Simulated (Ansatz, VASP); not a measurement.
## Al (Al(100)): VASP beside Ansatz

One calculation is typed for both programs; each brings its own data sets. How far apart do they land? The cell is taken from a series of runs on this material, whose earlier steps may have relaxed, scaled, displaced or heated it; both programs get it as it stands.

Method: plane waves, with VASP 6.6.1 beside it; single point at LDA, in Ansatz 0.2.0.

## Step 1: Starting point

The cell holds 7 atoms: 7 Al. Cell: a = 2.864 Å, b = 2.864 Å, c = 30.150 Å, α = 90.0°, β = 90.0°, γ = 90.0°. Vacuum lies along c.

## Step 2: Ansatz: single point, LDA

Ansatz runs on norm-conserving files, of PseudoDojo where its log says so.

A single point gives forces, pressure and levels at one fixed geometry, so differences don't come from the geometry; what else differs is listed under the comparison.

input.yaml reads:

```yaml
crystal:
  lattice:
    - [2.8637824638, 0.0, 0.0]
    - [0.0, 2.8637824638, 0.0]
    - [0.0, 0.0, 30.15]
  atoms:
    - { symbol: Al, position: [0.0, 0.0, 0.2985074627] }
    - { symbol: Al, position: [0.5, 0.5, 0.3656716418] }
    - { symbol: Al, position: [0.0, 0.0, 0.4328358209] }
    - { symbol: Al, position: [0.5, 0.5, 0.5] }
    - { symbol: Al, position: [0.0, 0.0, 0.5671641791] }
    - { symbol: Al, position: [0.5, 0.5, 0.6343283582] }
    - { symbol: Al, position: [0.0, 0.0, 0.7014925373] }
kpoints:
  mp_grid: { grid: [14, 14, 1] }
hamiltonian:
  xc: lda
  pseudopotentials: { kind: nc }
scf:
  occupations: { method: fermi_dirac, width: 0.1 }
  convergence: { dr2_threshold: 1.0e-09 }
efield:
  axis: 3
  dipole_correction: true
  ramp_position: 0.97
  ramp_width: 0.06
output:
  write_potential: true
  write_density: true
  volumetric_format: npy
```

On the command line:

```console
> ansatz run input.yaml --threads 2 --pin off --max-ram 3072MiB --backend cpu --events-out ev --progress --plain --runs-dir out
```

The log of the run:

```text
Engine: ansatz 0.2.0, x86_64-unknown-linux-gnu
Pseudopotentials: kind: nc
Pseudopotential: Al, nc, valence charge 3, recommended cutoff 598.650497 eV (normal), Al.nc.azcp (PseudoDojo's, or run here from an input of PseudoDojo's: the run reads no file of this project's for it)
Functional definition: SPW92
  exchange = slater_x
  correlation = pw_c
Crystal: 7 atoms, lattice volume = 247.268 Å³
Basis set: ecut = 598.650497 eV, 8261 PW (Γ)
Bands: 18, of which v1, the nominal top of the filled ones, is band 11 counted from 1 (10 counted from 0)
Symmetry: 8 space group operations
k-points: 36 of 196
Non-local potential: Al, projectors of the file, l = 0: 2, l = 1: 2, l = 2: 2
Initial density: superposition of atomic densities (neutral atoms: chi_scale 0, normalization atom)
Initial wavefunctions: pseudopotential atomic-orbital guess
Functional: x = slater, c = lda
SCF iter   1: F=—  HF=-449.772387 eV  |F-HF|=—  |Δ(HF+E_count)|=         —  Δρ=1.75e-2  dr2=1.00e1  ethr=3.10e-3  p=0.000 e·Å  D=7.64e-14 V/Å  ΔV_dip=-0.00 eV  dr2_dipole=3.23e-8  V_vac-E_F(+/−)=6.79/6.79 eV  ⟨swp⟩=8.7  Hψ=5045  notcnv=0
efield: sawtooth ramp at fractional position 0.9700 (set: `efield.ramp_position`, or a place that a band, a saddle search or an elastic batch's reference lends), width 0.0600; the density the first Hamiltonian is built on has a dipole p = 0.000 e·Å; the dipole correction subtracts the counter field D = 7.64e-14 V/Å, which shifts the + side's vacuum level by -0.00 eV against the − side's; the planar-averaged density in the ramp window peaks in size at 5.9e-8 e/Å³
preconditioner: auto → LDOS  [metal: Δε(μ)=0.009 eV  Ē_g=6.849 eV  σ=0.100 eV  W_gap=0.02  n_scr=16 (ndim 8)  ℏωp=10.8 eV  f_vac=0.425  D(μ)=3.04/eV (n_scr^D=14)  β→1.0]
SCF iter   2: F=—  HF=-448.970945 eV  |F-HF|=—  |Δ(HF+E_count)|=   8.01e-1  Δρ=3.95e-3  dr2=2.46e-1  ethr=3.10e-3  p=-0.000 e·Å  D=-8.43e-5 V/Å  ΔV_dip=0.00 eV  dr2_dipole=2.62e-7  V_vac-E_F(+/−)=4.02/4.01 eV  ⟨swp⟩=3.9  Hψ=1554  notcnv=0  defer=14
SCF iter   3: F=—  HF=-448.951270 eV  |F-HF|=—  |Δ(HF+E_count)|=   1.97e-2  Δρ=1.16e-3  dr2=3.37e-3  ethr=1.17e-3  p=-0.000 e·Å  D=-1.03e-5 V/Å  ΔV_dip=0.00 eV  dr2_dipole=2.83e-8  V_vac-E_F(+/−)=4.39/4.39 eV  ⟨swp⟩=1.9  Hψ=740  notcnv=0  defer=16
SCF iter   4: F=—  HF=-448.950234 eV  |F-HF|=—  |Δ(HF+E_count)|=   1.04e-3  Δρ=4.20e-5  dr2=8.51e-5  ethr=1.60e-5  p=0.000 e·Å  D=3.41e-7 V/Å  ΔV_dip=-0.00 eV  dr2_dipole=8.05e-10  V_vac-E_F(+/−)=4.39/4.39 eV  ⟨swp⟩=2.4  Hψ=1129  notcnv=0  defer=16
SCF iter   5: F=—  HF=-448.950242 eV  |F-HF|=—  |Δ(HF+E_count)|=   8.20e-6  Δρ=1.48e-5  dr2=2.28e-6  ethr=4.05e-7  p=-0.000 e·Å  D=-6.17e-8 V/Å  ΔV_dip=0.00 eV  dr2_dipole=2.42e-10  V_vac-E_F(+/−)=4.39/4.39 eV  ⟨swp⟩=2.5  Hψ=1106  notcnv=0  defer=16
SCF iter   6: F=—  HF=-448.950266 eV  |F-HF|=—  |Δ(HF+E_count)|=   2.38e-5  Δρ=3.10e-6  dr2=3.37e-8  ethr=1.09e-8  p=-0.000 e·Å  D=-1.28e-7 V/Å  ΔV_dip=0.00 eV  dr2_dipole=1.46e-11  V_vac-E_F(+/−)=4.39/4.39 eV  ⟨swp⟩=2.5  Hψ=1131  notcnv=0  defer=16
SCF iter   7: F=—  HF=-448.950266 eV  |F-HF|=—  |Δ(HF+E_count)|=   4.37e-9  Δρ=6.33e-7  dr2=3.39e-9  ethr=4.76e-12  p=-0.000 e·Å  D=-4.04e-8 V/Å  ΔV_dip=0.00 eV  dr2_dipole=2.72e-14  V_vac-E_F(+/−)=4.39/4.39 eV  ⟨swp⟩=12.1  Hψ=3799  notcnv=0
SCF iter   8: F=-448.950266 eV  HF=-448.950266 eV  |F-HF|=1.73e-11  |Δ(HF+E_count)|=  2.75e-10  Δρ=6.56e-8  dr2=3.33e-11  ethr=4.76e-12  p=0.000 e·Å  D=3.92e-11 V/Å  ΔV_dip=-0.00 eV  dr2_dipole=3.40e-16  V_vac-E_F(+/−)=4.39/4.39 eV  ⟨swp⟩=3.0  Hψ=1381  notcnv=0
SCF 1 converged in 8 iterations: F = -448.950266 eV  dr2 = 3.33e-11
SCF converged after 8 iterations
Free energy (F): -448.950266 eV
Harris-Foulkes:  -448.950266 eV  (|F-HF|=1.73e-11)
Internal energy: -448.838891 eV  (E = F + TS)
E sigma→0 (E₀):  -448.894578 eV
Entropy (-TS):   -0.111375 eV (-15.911 meV/atom)
Fermi energy:    1.318766 eV
Dipole field:    D = -0.000000 V/Å  (p = -0.000000 e·Å, saw-weighted, corrected)
Work function:   Φ+ = 4.3939 eV   Φ− = 4.3939 eV
Levels:          The Fermi level and band energies are counted from a zero that moves with the ramp; work functions are not
--- Per-component energies (eV) ---
  E_band       = -60.687314
  E_kinetic    = 158.424619
  E_local      = -6827.058824  (includes V_loc(G=0)·N_el)
  E_nonlocal   = 80.953109
  E_hartree    = 3365.153288
  E_xc         = -208.449948
  E_vxc        = -203.313068  (∫ρ·V_xc dr)
  E_efield     = 0.000000  (sawtooth field / dipole correction)
  E_vefield    = 0.000000  (∫n·V_field dr)
  E_ewald      = 2982.138865
  E_smearing   = -0.111375  (= −TS)
  E_closure    = 0.000000  (closes the sum)
  Σ components = -448.950266   (vs F -448.950266, Δ=0.00e0)
--- Band table (eV; the first three rows and the last of 36) ---
  k-point 0: bands = [... 7 lower, -0.9257, 1.6120, 3.5106, 4.8901, 5.7144, 5.9176, 6.7790, 6.9484, ... 3 higher]
  k-point 1: bands = [... 7 lower, -0.8407, 1.6973, 3.5941, 4.9689, 5.0108, 5.4407, 5.8125, 6.0014, ... 3 higher]
  k-point 2: bands = [... 7 lower, -0.5861, 1.9406, 3.0403, 3.4144, 3.9121, 4.2210, 5.2577, 5.2654, ... 3 higher]
  k-point 35: bands = [... 7 lower, -0.1320, 0.2607, 0.3911, 0.8162, 0.8162, 0.9537, 1.3530, 2.1025, ... 3 higher]
```

In the SCF lines HF is the Harris–Foulkes energy and dr2 the Hartree energy of the density residual, in eV; the loop may stop once dr2 is under the threshold and the program's other checks hold. Hψ counts applications of the Hamiltonian.

## Step 3: VASP: single point, LDA

The same cell, functional (in two slightly different forms), mesh and smearing now go to VASP, with its own data sets.

Lines of VASP's logs that name or quote its potential files are left out, and so is its time.

INCAR reads:

```
SYSTEM = Al
PREC = Accurate
ENCUT = 400
EDIFF = 1E-06
NELM = 120
ISMEAR = -1
SIGMA = 0.1
LREAL = .FALSE.
ALGO = Normal
GGA = PW92
NBANDS = 17
LORBIT = 11
LWAVE = .FALSE.
LCHARG = .FALSE.
ISIF = 2
LDIPOL = .TRUE.
IDIPOL = 3
DIPOL = 0.5 0.5 0.5
LVHAR = .TRUE.
LASPH = .TRUE.
GGA_COMPAT = .FALSE.
NELMDL = -8
KPAR = 2
```

POSCAR reads:

```
Al
1.0
    2.8637824638      0.0000000000      0.0000000000
    0.0000000000      2.8637824638      0.0000000000
    0.0000000000      0.0000000000     30.1500000000
Al
7
Direct
    0.0000000000      0.0000000000      0.2985074627
    0.5000000000      0.5000000000      0.3656716418
    0.0000000000      0.0000000000      0.4328358209
    0.5000000000      0.5000000000      0.5000000000
    0.0000000000      0.0000000000      0.5671641791
    0.5000000000      0.5000000000      0.6343283582
    0.0000000000      0.0000000000      0.7014925373
```

KPOINTS reads:

```
Automatic mesh
0
Gamma
14 14 1
0 0 0
```

The projector-augmented-wave data sets are Al (LDA family, release 64).

On the command line:

```console
> mpirun -np 2 vasp_std
```

The log of the run:

```text
[banner, memory and clock lines left out]
running    2 mpi-ranks, on    1 nodes
 distrk:  each k-point on    1 cores,    2 groups
 distr:  one band on    1 cores,    1 groups

 POSCAR found type information on POSCAR Al
 POSCAR found :  1 types and       7 ions
|                                                                             |
|               ----> ADVICE to this user running VASP <----                  |
|                                                                             |
|     You enforced a specific xc type in the INCAR file but a different       |
|     [... a line on the potential file left out ...]
|     I HOPE YOU KNOW WHAT YOU ARE DOING!                                     |
|                                                                             |

 LDA part: xc-table for (Slater(with rela. corr.)+PW92), standard interpolation
 POSCAR, INCAR and KPOINTS ok, starting setup
 FFT: planning ... GRIDC
 FFT: planning ... GRID_SOFT
 FFT: planning ... GRID
 WAVECAR not read
 entering main loop
       N       E                     dE             d eps       ncg     rms          rms(c)
DAV:   1     0.469270262211E+02    0.46927E+02   -0.58496E+03  1224   0.714E+02
DAV:   2    -0.259603205683E+02   -0.72887E+02   -0.70115E+02  1689   0.130E+02
DAV:   3    -0.288999743588E+02   -0.29397E+01   -0.28494E+01  1704   0.269E+01
DAV:   4    -0.290037498616E+02   -0.10378E+00   -0.10327E+00  2092   0.586E+00
DAV:   5    -0.290060803504E+02   -0.23305E-02   -0.23275E-02  1951   0.745E-01
DAV:   6    -0.290061712182E+02   -0.90868E-04   -0.90709E-04  2126   0.129E-01
DAV:   7    -0.290061754229E+02   -0.42047E-05   -0.41825E-05  1872   0.211E-02
DAV:   8    -0.290061756361E+02   -0.21319E-06   -0.20866E-06  1614   0.389E-03    0.379E+00
DAV:   9    -0.291078455917E+02   -0.10167E+00   -0.14118E+01  1615   0.119E+01    0.302E+00
DAV:  10    -0.282429543953E+02    0.86489E+00   -0.77006E+00  1519   0.107E+01    0.174E+00
DAV:  11    -0.281390407590E+02    0.10391E+00   -0.62029E-01  1483   0.307E+00    0.468E-01
DAV:  12    -0.281308597210E+02    0.81810E-02   -0.48120E-02  1539   0.117E+00    0.307E-01
DAV:  13    -0.281293929233E+02    0.14668E-02   -0.42961E-03  1531   0.334E-01    0.227E-01
DAV:  14    -0.281274912693E+02    0.19017E-02   -0.15471E-03  1486   0.174E-01    0.634E-02
[...]
DAV:  19    -0.281286598603E+02   -0.16078E-03   -0.12691E-05  1408   0.130E-02    0.637E-03
DAV:  20    -0.281287756892E+02   -0.11583E-03   -0.11007E-05  1202   0.842E-03    0.303E-03
DAV:  21    -0.281288021405E+02   -0.26451E-04   -0.17987E-06  1180   0.421E-03    0.256E-03
DAV:  22    -0.281288187376E+02   -0.16597E-04   -0.30718E-06  1151   0.408E-03    0.585E-04
DAV:  23    -0.281288322757E+02   -0.13538E-04   -0.66609E-07  1069   0.211E-03    0.660E-04
DAV:  24    -0.281288411252E+02   -0.88495E-05   -0.51384E-07  1104   0.173E-03    0.442E-04
DAV:  25    -0.281288444175E+02   -0.32923E-05   -0.10481E-07   934   0.913E-04    0.107E-04
DAV:  26    -0.281288449775E+02   -0.56000E-06   -0.14221E-08   844   0.496E-04
   1 F= -.28128845E+02 E0= -.28073214E+02  d E =-.111261E+00
```

OUTCAR, selected parts (step 3):

```text
ion  position               nearest neighbor table
   1  0.000  0.000  0.299-   2 2.86   2 2.86   2 2.86   2 2.86
   2  0.500  0.500  0.366-   1 2.86   1 2.86   1 2.86   1 2.86   3 2.86   3 2.86   3 2.86   3 2.86

  LATTYP: Found a simple tetragonal cell.
 ALAT       =     2.8637824638
 C/A-ratio  =    10.5280342977

 Subroutine GETGRP returns: Found 16 space group operations
 (whereof 16 operations were pure point group operations)

The static configuration has the point symmetry D_4h.

 Found     36 irreducible k-points:

   k-points           NKPTS =     36   k-points in BZ     NKDIM =     36   number of bands    NBANDS=     17

   dimension x,y,z NGX =    20 NGY =   20 NGZ =  200
   dimension x,y,z NGXF=    40 NGYF=   40 NGZF=  400

   ENCUT  =  400.0 eV  29.40 Ry    5.42 a.u.   4.67  4.67 49.17*2*pi/ulx,y,z

   NELECT =      21.0000    total number of electrons

 k-points in reciprocal lattice and weights: Automatic mesh
   0.00000000  0.00000000  0.00000000       0.005
   0.07142857  0.00000000  0.00000000       0.020
   0.14285714  0.00000000  0.00000000       0.020
   0.21428571  0.00000000  0.00000000       0.020
   0.28571429  0.00000000  0.00000000       0.020
   0.35714286  0.00000000  0.00000000       0.020
   0.42857143  0.00000000  0.00000000       0.020
   0.50000000  0.00000000  0.00000000       0.010
   0.07142857  0.07142857  0.00000000       0.020
[...]
0.50000000  0.42857143  0.00000000       0.020
   0.50000000  0.50000000  0.00000000       0.005

 dipolmoment           0.000000      0.000000     -0.000000 electrons x Angstroem

 average (electrostatic) potential at core
       1 -77.3951       2 -77.3799       3 -77.3656       4 -77.3443       5 -77.3656
       6 -77.3799       7 -77.3951

 E-fermi :   1.3587

 k-point     1 :       0.0000    0.0000    0.0000
  band No.  band energies     occupation
    ...
      4      -7.1240      2.00000
      5      -5.7427      2.00000
      6      -4.1026      2.00000
      7      -2.1793      2.00000
      8      -0.8853      2.00000
      9       1.6514      0.10175
     10       3.5489      0.00000
     11       4.9314      0.00000
     12       5.7658      0.00000
     13       5.9437      0.00000
    ...

 k-point     2 :       0.0714    0.0000    0.0000
  band No.  band energies     occupation
    ...
      4      -7.0336      2.00000
      5      -5.6530      2.00000
      6      -4.0137      2.00000
      7      -2.0908      2.00000
      8      -0.8004      2.00000
      9       1.7366      0.04470
     10       3.6322      0.00000
     11       5.0086      0.00000
     12       5.0500      0.00000
     13       5.4783      0.00000
    ...

 k-point     3 :       0.1429    0.0000    0.0000
  band No.  band energies     occupation
    ...
      4      -6.7629      2.00000
      5      -5.3845      2.00000
      6      -3.7475      2.00000
      7      -1.8259      2.00000
      8      -0.5461      2.00000
      9       1.9791      0.00404
     10       3.0807      0.00000
     11       3.4511      0.00000
     12       3.9529      0.00000
     13       4.2593      0.00000
    ...

  Total       -3.9726960     -3.9726960     -2.0821295      0.0000000      0.0000000      0.0000000
  in kB      -25.7411856    -25.7411856    -13.4912112      0.0000000      0.0000000      0.0000000
  external PRESSURE =     -21.6578608 kB  Pullay stress =       0.0000000 kB

  energy-cutoff  :      400.00
  volume of cell :      247.27
      direct lattice vectors                 reciprocal lattice vectors
     2.863782464  0.000000000  0.000000000     0.349188534  0.000000000  0.000000000
     0.000000000  2.863782464  0.000000000     0.000000000  0.349188534  0.000000000
     0.000000000  0.000000000 30.150000000     0.000000000  0.000000000  0.033167496

 POSITION                                       TOTAL-FORCE (eV/Angst)
 -----------------------------------------------------------------------------------
      0.00000      0.00000      9.00000         0.000000     -0.000000      0.114494
      1.43189      1.43189     11.02500         0.000000     -0.000000      0.039198
      0.00000      0.00000     13.05000        -0.000000      0.000000      0.088602
      1.43189      1.43189     15.07500        -0.000000      0.000000      0.000000
      0.00000      0.00000     17.10000        -0.000000      0.000000     -0.088602
      1.43189      1.43189     19.12500        -0.000000      0.000000     -0.039198
      0.00000      0.00000     21.15000        -0.000000     -0.000000     -0.114494
 -----------------------------------------------------------------------------------
    total drift:                               -0.000000      0.000000     -0.000000

  FREE ENERGIE OF THE ION-ELECTRON SYSTEM (eV)
  ---------------------------------------------------
  free  energy   TOTEN  =       -28.1288449775 eV

  energy  without entropy=      -28.0175838983  energy(sigma->0) =      -28.07321444

 vacuum level on the upper side and lower side of the slab         5.752         5.752

 total charge
# of ion       s       p       d       tot
------------------------------------------
    1        0.482   0.297   0.000   0.779
    2        0.442   0.344   0.000   0.786
    3        0.443   0.344   0.000   0.786
    4        0.443   0.344   0.000   0.787
    5        0.443   0.344   0.000   0.786
    6        0.442   0.344   0.000   0.786
    7        0.482   0.297   0.000   0.779
--------------------------------------------------
tot          3.176   2.314   0.000   5.490

[... 3 further parts left out ...]
```

## Step 4: Comparison

Known differences besides the potentials themselves: the cutoff is 598.65 eV in Ansatz and 400 eV in VASP; VASP's log shows a relativistic correction to its local exchange, Ansatz's none. Total energies have different zeros and are not compared.

The two programs side by side:

```tsv
quantity	Ansatz	VASP	difference
work function, lower of the two faces (eV)	4.39	4.39	0.00
work function, higher of the two faces (eV)	4.39	4.39	0.00
```

With vacuum in the cell, a pressure given here is an average over mostly empty space and none of the material.

## Step 5: Summary of results

- difference in work function, lower of the two faces (single point, LDA): 5.7e-4 eV

In words: The difference in work function, lower of the two faces is 5.7e-4 eV (single point, LDA). 1 further run of this series is not shown here. How closely two codes agree says nothing of how well the functional describes the real material.

[Lines on the potential files, build, host, timing and source positions are cut from VASP's logs without a mark.]

[Logs are printed without paths, hosts, clocks, repeated set-up lines and the standing remarks that a program may print on its own settings, such as how far it seeks lower states.]

[Hosts, paths, dates, database ids (printed as entryN), source tags and the programs' standing remarks are cut or masked in the printed files.]
